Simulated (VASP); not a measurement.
```yaml
crystal:
  lattice:
    - [0.00000, 1.95048, 1.95048]
    - [1.95048, 0.00000, 1.95048]
    - [1.95048, 1.95048, 0.00000]
  atoms:
    - { symbol: Pt, position: [0.00000, 0.00000, 0.00000] }
```

The numbers are results of revPBE GGA, VASP's PBE PAW potentials (set 64) (plane waves; VASP 6.6.1), not measurements. Settings: 520 eV cut-off, 16×16×16 Γ-centred mesh, first-order Methfessel-Paxton smearing of 0.10 eV, potentials Pt.

Unless said otherwise, spin-orbit coupling is left out, though it shifts the bands of the heavy elements here.

Task: Predict the energy per atom (σ→0), pressure, band gap (on the k-mesh) with the smallest direct gap where there is one.

Result: 
The band gap (on the k-mesh) is none (metal, semimetal or under 0.01 eV) and the energy per atom (σ→0) is -5.526 eV/atom. The pressure is 17.41 GPa.

Total energies compare only between runs with the same potentials, cut-off and functional.

The compound is Pt in the fcc structure. This cell is one point of a volume scan, at 0.94 of the reference volume.
